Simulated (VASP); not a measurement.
# CdCu with PBE + D3(BJ): from relaxation to properties

Wanted: the relaxed cell of CdCu and its properties. The steps: relaxing cell and atoms (PBE + D3(BJ)), second relaxation, single point with fields (PBE + D3(BJ)), band structure (PBE + D3(BJ)), density of states (PBE + D3(BJ)), bands along the symmetry lines (PBE + D3(BJ) + SOC) and elastic constants (PBE + D3(BJ)). The cell is invented: it takes the structure of a Materials Project entry for CdAg (space group 166 there), with some of its atoms replaced by other elements, volume scaled by an estimate. It may not be a known or stable phase.

Main program and level: VASP 6.6.1; PBE with D3(BJ); plane waves and PAW (Cd, Cu), in the first sound run; inputs show where later runs differ.

Report form: the programs' logs are mostly left out.

## Step 1: Starting point

Before any relaxation, the start is as follows. Symmetry: R-3m, No. 166, trigonal system. The conventional cell has a = 2.854 Å, b = 2.854 Å, c = 13.553 Å, α = 90.00°, β = 90.00°, γ = 120.00°. Cd has 6 Cu at 2.80 Å and 6 Cd at 2.85 Å nearest. Nearest to Cu lie 6 Cd at 2.80 Å and 6 Cu at 2.85 Å. It derives from CdAg. It takes the structure of a Materials Project entry for CdAg (space group 166 there), with some of its atoms replaced by other elements, volume scaled by an estimate. Farther neighbours are not listed.

Structure file:

```xyz
2
Lattice="1.4268 0.8238 4.5177 -1.4268 0.8238 4.5177 0.0000 -1.6475 4.5177" Properties=species:S:1:pos:R:3 pbc="T T T"
Cd    0.0000    0.0000    6.7765
Cu    0.0000    0.0000    0.0000
```

## Step 2: Relaxing cell and atoms (PBE + D3(BJ))

The start need not lie at this functional's minimum. ISIF = 3 frees volume, shape and positions, and EDIFFG sets the threshold on forces and stress at which the search stops. PBE, the usual starting point, adds the gradient of the density. A dispersion term adds the long-range attraction that semilocal functionals lack. D3 with Becke-Johnson damping keeps a finite attraction at short range.

INCAR reads:

```
SYSTEM = CdCu
PREC = Accurate
ENCUT = 400
EDIFF = 1E-06
NELM = 100
ISMEAR = 0
SIGMA = 0.05
LREAL = .FALSE.
ALGO = Normal
GGA = PE
IVDW = 12
LORBIT = 11
LWAVE = .FALSE.
LCHARG = .FALSE.
IBRION = 2
NSW = 60
ISIF = 3
EDIFFG = -0.01
```

POSCAR reads:

```
CdCu
1.0
    1.4267900000      0.8237580000      4.5176890000
   -1.4267900000      0.8237580000      4.5176890000
    0.0000000000     -1.6475160000      4.5176890000
Cd Cu
1 1
Direct
    0.5000000000      0.5000000000      0.5000000000
    0.0000000000      0.0000000000      0.0000000000
```

KPOINTS reads:

```
Automatic mesh
0
Gamma
9 9 9
0 0 0
```

The projector-augmented-wave data sets are Cd and Cu (PBE family, release 64).

Started as:

```console
> mpirun -np 1 vasp_std
```

Run time: 3.2 min. Hardware: 1 MPI rank of Intel Xeon Platinum 8488C (Sapphire Rapids), shared host; peak memory 0.21 GiB.

This run has no spin polarisation. Its electron count is odd, so without a moment it is a metal by construction. The k-mesh is coarse for a metal. Dispersion corrections of this kind ignore metallic screening and tend to overbind metals. The run keeps the 12 symmetry operations of its start, so it cannot find a distortion of lower symmetry.

The steps of the relaxation:

```
step  energy less that of the first step (eV)  largest force (eV/Å)  pressure (GPa)  volume (Å³)
   1                                   0.0000                0.0000           -1.31        31.86
   2                                  -0.0085                0.0000            0.86        31.26
   3                                  -0.0086                0.0000            0.80        31.24
   4                                  -0.0100                0.0000           -0.10        31.51
   5                                  -0.0100                0.0000           -0.34        31.51
   6                                  -0.0099                0.0000            0.45        31.36
   7                                  -0.0100                0.0000            0.05        31.47
```

```
conventional cell, symmetrised  before   after  change
                         a (Å)   2.854   2.871  +0.6 %
                         b (Å)   2.854   2.871  +0.6 %
                         c (Å)  13.553  13.224  -2.4 %
              volume (Å³/atom)   15.93   15.73  -1.2 %
```

The relaxed structure:

```xyz
2
Lattice="1.4355 0.8288 4.4081 -1.4355 0.8288 4.4081 0.0000 -1.6576 4.4081" Properties=species:S:1:pos:R:3 pbc="T T T"
Cd    0.0000    0.0000    6.6122
Cu    0.0000    0.0000    0.0000
```

Numbers from this step:

```
electrons                              : 23
bands                                  : 15
irreducible k-points                   : 85
symmetry operations                    : 12
free energy (TOTEN)                    : -5.210 eV
energy at zero smearing                : -5.210 eV
Fermi energy                           : 5.204 eV
pressure                               : 0.05195 GPa
metallic, judged on the points sampled : yes
SCF cycles over all ionic steps        : 50
```

It ends with forces that vanish by symmetry and a pressure of 0.05 GPa.

## Step 3: Second relaxation

A relaxation keeps the plane waves of the cell it began with, so it is repeated from the new cell, on a basis made for it.

INCAR is that of step 2.

POSCAR reads:

```
CdCu
1.0
    1.4354998052      0.8287866159      4.4081042076
   -1.4354998052      0.8287866159      4.4081042076
    0.0000000000     -1.6575732318      4.4081042076
Cd Cu
1 1
Direct
    0.5000000000      0.5000000000      0.5000000000
    0.0000000000      0.0000000000      0.0000000000
```

KPOINTS is that of step 2.

Started as:

```console
> mpirun -np 1 vasp_std
```

It took 99 s on 1 MPI rank; peak memory 0.2 GiB.

Relaxation path:

```
step  energy less that of the first step (eV)  largest force (eV/Å)  pressure (GPa)  volume (Å³)
   1                                   0.0000                0.0000           -0.05        31.47
   2                                   0.0000                0.0000            0.08        31.44
   3                                   0.0000                0.0000            0.07        31.45
   4                                   0.0000                0.0000            0.06        31.47
```

```
conventional cell, symmetrised  before   after  change
                         a (Å)   2.871   2.873  +0.1 %
                         b (Å)   2.871   2.873  +0.1 %
                         c (Å)  13.224  13.210  -0.1 %
              volume (Å³/atom)   15.73   15.73  +0.0 %
```

The relaxed structure:

```cif
data_structure
_symmetry_space_group_name_H-M 'P 1'
_symmetry_Int_Tables_number 1
_cell_length_a 4.7054
_cell_length_b 4.7054
_cell_length_c 4.7054
_cell_angle_alpha 35.547
_cell_angle_beta 35.547
_cell_angle_gamma 35.547
_cell_volume 31.47
loop_
_atom_site_label
_atom_site_type_symbol
_atom_site_fract_x
_atom_site_fract_y
_atom_site_fract_z
_atom_site_occupancy
Cd1 Cd 0.50000 0.50000 0.50000 1
Cu2 Cu 0.00000 0.00000 0.00000 1
```

This step gave:

```yaml
free_energy_toten: -5.208 eV
energy_at_zero_smearing: -5.208 eV
fermi_energy: 5.207 eV
pressure: 0.06015 GPa
scf_cycles_over_all_ionic_steps: 31
```

It ends with forces that vanish by symmetry and a pressure of 0.06 GPa. The volume moved by under 0.01 %, so the volume is settled.

## Step 4: Single point with fields (PBE + D3(BJ))

The relaxed cell gets a fresh self-consistent run, on a basis set for its own volume, to fix the density and to check the remaining stress.

INCAR, as its differences from that of step 3:

```diff
@@ -13,6 +13,5 @@
 LWAVE = .FALSE.
-LCHARG = .FALSE.
-IBRION = 2
-NSW = 60
-ISIF = 3
-EDIFFG = -0.01
+LCHARG = .TRUE.
+ISIF = 2
+LELF = .TRUE.
+LVHAR = .TRUE.
```

POSCAR reads:

```
CdCu
1.0
    1.4363146945      0.8292570932      4.4033760212
   -1.4363146945      0.8292570932      4.4033760212
    0.0000000000     -1.6585141864      4.4033760212
Cd Cu
1 1
Direct
    0.5000000000      0.5000000000      0.5000000000
    0.0000000000      0.0000000000      0.0000000000
```

KPOINTS is that of step 3.

Started as:

```console
> mpirun -np 1 vasp_std
```

The job ended after 50 s (1 MPI rank; peak memory 0.2 GiB).

This step gave:

| Quantity | Value |
| --- | --- |
| SCF cycles | 14 |
| pressure | -0.05416 GPa |

Valence electrons inside each PAW sphere by angular momentum. Sphere charges, by row:

```
atom  s (e)  p (e)  d (e)  tot (e)
 Cd1  0.529  0.426  9.477    10.43
 Cu2   0.39  0.292  9.203    9.884
```

Valence density in the ac plane of the conventional cell at fractional y = 0.000, with atoms of Cd and Cu within 0.2 Å of it. It is the smooth field of the valence electrons, not physical close to the nuclei.

Ten steps, logarithmic in the rise over the least value, from '0' (0 e/Å³) to '9' (13 e/Å³), each cell a mean:
```
98752100013578
33211000011123
11111122211111
01112344432110
00112333332110
00001111111000
00001111110000
00011222221100
00011222221100
11111111111111
55432110112355
88764211124678
87753211124678
44321100011234
11111111111111
00011222221100
00011222221000
00000111110000
00011122211000
00112344432110
01112333332110
11111111111111
55421100011245
99852100113689
```
Columns run along a (2.9 Å), rows up along c (13.2 Å), edges of the conventional cell, whose origin can differ from the input's. Atoms in or near the plane, at fractional coordinates: Cd at (0.00, 0.50), Cu at (0.00, 0.00).

Electrostatic potential energy in the ac plane of the conventional cell at fractional y = 0.000, with atoms of Cd and Cu within 0.2 Å of it. With pseudopotentials it is smooth inside the atoms' cores, unlike the true potential.

Ten even steps from '_' (-34 eV) to '@' (2 eV), each cell a mean:
```
______::**%%@@@@@@%%++::____
++**##%%@@@@@@@@@@@@@@%%##**
@@@@@@%%%%%%######%%%%@@@@@@
@@@@%%%%##**********##%%%%@@
@@@@@@%%##**********##%%@@@@
@@@@@@@@@@%%%%%%%%%%@@@@@@@@
@@@@@@@@@@@@%%%%%%@@@@@@@@@@
@@@@@@@@%%##++++**##%%@@@@@@
@@@@@@@@%%##****##%%@@@@@@@@
%%%%@@@@@@@@@@@@@@@@@@@@%%%%
++******##%%@@@@@@%%##******
====++++**##%%%%%%##**++++==
==++++++**##%%%%%%##**++++++
****####%%@@@@@@@@@@%%####**
@@@@@@@@@@@@@@%%@@@@@@@@@@@@
@@@@@@@@%%##++++**##%%@@@@@@
@@@@@@@@%%##****##%%@@@@@@@@
@@@@@@@@@@@@@@%%@@@@@@@@@@@@
@@@@@@@@%%%%######%%%%@@@@@@
@@@@%%%%##**********##%%%%@@
@@@@%%%%##**********##%%@@@@
@@@@@@@@%%%%%%%%%%%%@@@@@@@@
----++##%%@@@@@@@@@@%%**==--
______..++%%@@@@@@%%==..____
```
Columns run along a (2.9 Å; values clipped at the 3rd and 97th percentile), rows up along c (13.2 Å), edges of the conventional cell, whose origin can differ from the input's. Atoms in or near the plane, at fractional coordinates: Cd at (0.00, 0.50), Cu at (0.00, 0.00).

ELF in the ac plane of the conventional cell at fractional y = 0.000, with atoms of Cd and Cu within 0.2 Å of it. It is the smooth field of the valence electrons, not physical close to the nuclei.

Values, 24 rows by 14 columns, each cell a mean:
```
0.03 0.04 0.08 0.15 0.18 0.19 0.22 0.24 0.21 0.18 0.18 0.13 0.07 0.04
0.18 0.19 0.20 0.20 0.21 0.23 0.24 0.24 0.24 0.22 0.21 0.20 0.19 0.19
0.27 0.27 0.25 0.23 0.22 0.22 0.22 0.23 0.22 0.22 0.22 0.24 0.26 0.27
0.26 0.26 0.22 0.21 0.24 0.27 0.28 0.28 0.28 0.26 0.23 0.21 0.23 0.26
0.23 0.23 0.21 0.20 0.22 0.25 0.27 0.27 0.27 0.25 0.22 0.20 0.22 0.23
0.22 0.22 0.22 0.22 0.22 0.22 0.22 0.22 0.22 0.22 0.22 0.22 0.22 0.22
0.22 0.22 0.22 0.22 0.21 0.20 0.20 0.20 0.20 0.20 0.21 0.22 0.22 0.22
0.24 0.24 0.21 0.18 0.18 0.18 0.19 0.18 0.19 0.18 0.17 0.19 0.22 0.24
0.28 0.27 0.25 0.21 0.18 0.18 0.18 0.18 0.18 0.18 0.19 0.22 0.26 0.28
0.24 0.24 0.24 0.23 0.22 0.21 0.21 0.21 0.21 0.22 0.23 0.23 0.24 0.25
0.18 0.20 0.23 0.24 0.23 0.22 0.24 0.24 0.23 0.22 0.23 0.24 0.22 0.20
0.05 0.02 0.07 0.19 0.27 0.23 0.20 0.22 0.20 0.24 0.27 0.16 0.06 0.02
0.05 0.06 0.12 0.22 0.26 0.22 0.21 0.23 0.21 0.23 0.26 0.20 0.11 0.06
0.22 0.23 0.24 0.23 0.22 0.23 0.24 0.24 0.24 0.23 0.22 0.23 0.24 0.23
0.26 0.26 0.25 0.23 0.21 0.20 0.19 0.19 0.19 0.20 0.22 0.24 0.25 0.26
0.27 0.26 0.23 0.19 0.18 0.18 0.18 0.18 0.18 0.18 0.18 0.20 0.24 0.27
0.23 0.23 0.21 0.19 0.18 0.18 0.19 0.19 0.19 0.18 0.18 0.19 0.22 0.23
0.22 0.22 0.22 0.23 0.22 0.22 0.21 0.21 0.21 0.22 0.22 0.22 0.22 0.22
0.22 0.22 0.22 0.22 0.21 0.22 0.23 0.23 0.23 0.22 0.21 0.22 0.22 0.22
0.24 0.23 0.21 0.20 0.23 0.27 0.28 0.28 0.28 0.27 0.22 0.20 0.22 0.24
0.28 0.27 0.24 0.21 0.22 0.25 0.27 0.27 0.26 0.25 0.22 0.21 0.25 0.27
0.25 0.25 0.24 0.23 0.23 0.22 0.22 0.22 0.22 0.22 0.23 0.24 0.24 0.25
0.13 0.15 0.17 0.19 0.20 0.21 0.24 0.25 0.23 0.21 0.19 0.19 0.17 0.15
0.02 0.02 0.05 0.13 0.18 0.18 0.21 0.24 0.20 0.18 0.17 0.11 0.04 0.01
```
Columns run along a (2.9 Å), rows up along c (13.2 Å), edges of the conventional cell, whose origin can differ from the input's. Atoms in or near the plane, at fractional coordinates: Cd at (0.00, 0.50), Cu at (0.00, 0.00).

In this run the pressure is -0.05 GPa, small enough to go on; single stress components reach 0.06 GPa.

## Step 5: Band structure (PBE + D3(BJ))

The mesh alone shows little of the dispersion and can miss band extrema, so KPOINTS_OPT adds a path through the symmetry points after the self-consistent cycle.

INCAR, as its differences from that of step 4:

```diff
@@ -13,5 +13,2 @@
 LWAVE = .FALSE.
-LCHARG = .TRUE.
-ISIF = 2
-LELF = .TRUE.
-LVHAR = .TRUE.
+LCHARG = .FALSE.
```

POSCAR is that of step 4.

KPOINTS is that of step 4.

KPOINTS_OPT reads:

```
Line mode
16
Line-mode
Reciprocal
  0.00000000   0.00000000   0.00000000 GAMMA
  0.50000000   0.00000000   0.00000000 L

  0.50000000   0.00000000   0.00000000 L
  0.50000000   0.19031037  -0.19031037 B1

  0.80968963   0.50000000   0.19031037 B
  0.50000000   0.50000000   0.50000000 Z

  0.50000000   0.50000000   0.50000000 Z
  0.00000000   0.00000000   0.00000000 GAMMA

  0.00000000   0.00000000   0.00000000 GAMMA
  0.34515518   0.00000000  -0.34515518 X

  0.65484482   0.34515518   0.00000000 Q
  0.50000000   0.50000000   0.00000000 F

  0.50000000   0.50000000   0.00000000 F
  0.65484482   0.65484482   0.19031037 P1

  0.65484482   0.65484482   0.19031037 P1
  0.50000000   0.50000000   0.50000000 Z

  0.50000000   0.00000000   0.00000000 L
  0.80968963   0.34515518   0.34515518 P
```

Started as:

```console
> mpirun -np 1 vasp_std
```

It took 75 s on 1 MPI rank; peak memory 0.21 GiB.

Spin-orbit coupling is off here; it would split degenerate levels.

Electronic bands along the path, in eV, zero at the Fermi level; # counts the bands kept in this run:

```
          point     #7     #8     #9    #10    #11
              Γ  -2.88  -2.52  -2.52  -1.67   1.85
0.47 of the way  -2.99  -2.64  -2.58   0.27   3.21
              L  -2.79  -2.16  -1.63  -0.86   3.97
0.53 of the way  -3.03  -2.75  -0.52  -0.35   4.69
             B1  -3.06  -2.70   0.78   1.30   1.63
      jump to B  -3.06  -2.70   0.78   1.30   1.63
0.53 of the way  -3.02  -2.64  -2.51  -2.48   8.23
              Z  -2.94  -2.94  -2.60  -2.60  10.20
0.47 of the way  -2.91  -2.91  -2.57  -2.57   5.47
              Γ  -2.88  -2.52  -2.52  -1.67   1.85
0.47 of the way  -3.11  -2.68  -2.41   1.62   2.82
              X  -3.05  -2.76   0.74   1.12   1.57
      jump to Q  -3.05  -2.76   0.74   1.12   1.57
0.47 of the way  -2.75  -2.66  -1.15   0.93   1.04
              F  -2.61  -2.41  -2.16  -0.03   0.76
0.53 of the way  -2.63  -2.16  -2.05  -0.41   0.80
             P1  -2.66  -2.17  -1.57  -1.04   0.86
0.47 of the way  -2.98  -2.65  -2.56  -2.49   6.83
              Z  -2.94  -2.94  -2.60  -2.60  10.20
      jump to L  -2.79  -2.16  -1.63  -0.86   3.97
0.53 of the way  -2.74  -2.17  -1.45  -0.98   1.83
              P  -2.66  -2.17  -1.57  -1.04   0.86
```

Of the projections kept (Cd, Cu), the largest for each band there, as a share of the weight inside these atoms' spheres; weight between the spheres isn't counted:

```
point       #7       #8       #9      #10      #11
    Γ  Cu 0.99  Cu 0.99  Cu 0.99  Cd 0.55  Cu 0.59
    L  Cu 0.99  Cu 1.00  Cd 0.70  Cu 0.82  Cu 0.62
   B1  Cu 0.96  Cu 0.96  Cd 0.67  Cu 0.60  Cd 0.59
    B  Cu 0.96  Cu 0.96  Cd 0.67  Cu 0.60  Cd 0.59
    Z  Cu 1.00  Cu 1.00  Cu 1.00  Cu 1.00  Cu 0.53
    Γ  Cu 0.99  Cu 0.99  Cu 0.99  Cd 0.55  Cu 0.59
```

There is no gap at this level.

## Step 6: Density of states (PBE + D3(BJ))

Here the states are counted by energy and projected on the atoms. The mesh is finer than in the run before.

INCAR, as its differences from that of step 5:

```diff
@@ -5,3 +5,3 @@
 NELM = 100
-ISMEAR = 0
+ISMEAR = -5
 SIGMA = 0.05
@@ -14 +14,2 @@
 LCHARG = .FALSE.
+NEDOS = 2001
```

POSCAR is that of step 5.

KPOINTS reads:

```
Automatic mesh
0
Gamma
13 13 13
0 0 0
```

Started as:

```console
> mpirun -np 1 vasp_std
```

Elapsed: 2.2 min, on 1 MPI rank; peak memory 0.24 GiB.

With tetrahedra the forces and stress of a metal are not exact derivatives of the energy.

Numbers from this step:

```
irreducible k-points                                 : 231
free energy (TOTEN)                                  : -5.181 eV
Fermi energy                                         : 5.107 eV
pressure                                             : -0.06000 GPa
DOS at the Fermi level, one point of the energy grid : 0.5781 states/eV/cell
```

The density of states has structure finer than the step of the table below, so its rows give means over 0.5 eV, whole bins alone (the curve runs from -11.7 to 4.66 eV). Peaks (eV: height): total -9.53: 8.94, -9.21: 7.95, -8.87: 14.1, -8.75: 8.87, -3.07: 10.0, -2.87: 9.70, -2.59: 11.3; Cu d -3.35: 4.18, -3.07: 8.64, -2.87: 8.59, -2.59: 10.5; Cd d -9.53: 8.11, -9.21: 7.18, -8.87: 13.1, -8.75: 8.13.

States under -11.7 eV and over 4.7 eV are left out. Table of density of states by energy, zero at the Fermi level; means over each step; values in states/eV/cell:

```
energy (eV)  total     Cu d    Cd d
      -11.0      0        0       0
      -10.5  0.402  0.00146   0.352
      -10.0   3.73   0.0151    3.26
       -9.5   4.89   0.0222    4.38
       -9.0   7.56   0.0454    6.89
       -8.5   3.30   0.0122    2.98
       -8.0  0.381  0.00160   0.185
       -7.5  0.288  0.00375  0.0332
       -7.0  0.288  0.00743  0.0270
       -6.5  0.302   0.0124  0.0248
       -6.0  0.341   0.0217  0.0263
       -5.5  0.393   0.0386  0.0296
       -5.0  0.474   0.0750  0.0337
       -4.5  0.670    0.183  0.0403
       -4.0   1.10    0.506  0.0542
       -3.5   3.45     2.62  0.0728
       -3.0   7.10     6.16  0.0913
       -2.5   6.59     6.03  0.0820
       -2.0   1.90     1.55  0.0276
       -1.5  0.960    0.510  0.0326
       -1.0  0.611    0.228  0.0270
       -0.5  0.599    0.166  0.0291
        0.0  0.595    0.124  0.0302
        0.5  0.493   0.0846  0.0268
        1.0  0.499   0.0792  0.0306
        1.5  0.612   0.0955  0.0412
        2.0  0.611   0.0856  0.0419
        2.5  0.576   0.0734  0.0416
        3.0  0.537   0.0626  0.0381
        3.5  0.625   0.0660  0.0431
        4.0  0.636   0.0620  0.0436
```

The finer mesh and the other smearing move the Fermi level by -0.10 eV from the 9×9×9 run, one measure of the sampling error in the zero of the bands above.

[end of part 1 of 2]

[Lines on the potential files, build, host, timing and source positions are cut from VASP's logs without a mark.]

[Logs are printed without paths, hosts, clocks, repeated set-up lines and the standing remarks that a program may print on its own settings, such as how far it seeks lower states.]

[Hosts, paths, dates, database ids (printed as entryN), source tags and the programs' standing remarks are cut or masked in the printed files.]

[A measured line is paired with the nearest computed mode of its activity, which favours agreement.]

[In band tables of VASP the shares of atoms and orbitals are scaled to a sum of 1 inside the atoms' spheres.]
